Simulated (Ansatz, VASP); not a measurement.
## One calculation of Na2Cd, two programs

```
Na Cd
1.0
     0.00000    4.03830    4.03830
     4.03830    0.00000    4.03830
     4.03830    4.03830    0.00000
Na Cd
4 2
Direct
  0.62500 0.62500 0.62500
  0.12500 0.62500 0.62500
  0.62500 0.62500 0.12500
  0.62500 0.12500 0.62500
  0.00000 0.00000 0.00000
  0.25000 0.25000 0.25000
```

Alike in both runs: task relaxation of cell and atoms; functional PBE; k mesh 4 × 4 × 4; occupations gaussian, width 0.1 eV; no spin polarisation.

|  | VASP | Ansatz |
| --- | --- | --- |
| version | VASP 6.6.1 | Ansatz 0.2.0 |
| potentials or method | VASP PAW PBE potentials, release 64 (Na_pv, Cd) | scalar-relativistic, plane waves, PAW |
| plane-wave cutoff (eV) | 600 | 420 |
| valence electrons in the cell | 52 | 76 |

```tsv
	VASP	Ansatz	Ansatz less VASP
gap on the k mesh at the Fermi level, each at its own relaxed structure (eV)	none	none	-
relaxed volume (Å³/atom)	30.84	30.86	+0.017
relaxed cell length with the largest relative difference (Å)	6.397	6.398	+0.0012
energy change over the relaxation (meV/atom)	-143	-143	+0.7
```

A gap of «none» marks a metal or a gap that the smearing closes. The two sets of potentials don't hold the same shells in valence.

Caveats: the volume moved by over 15 % at a fixed basis, so the end points are rough (VASP).
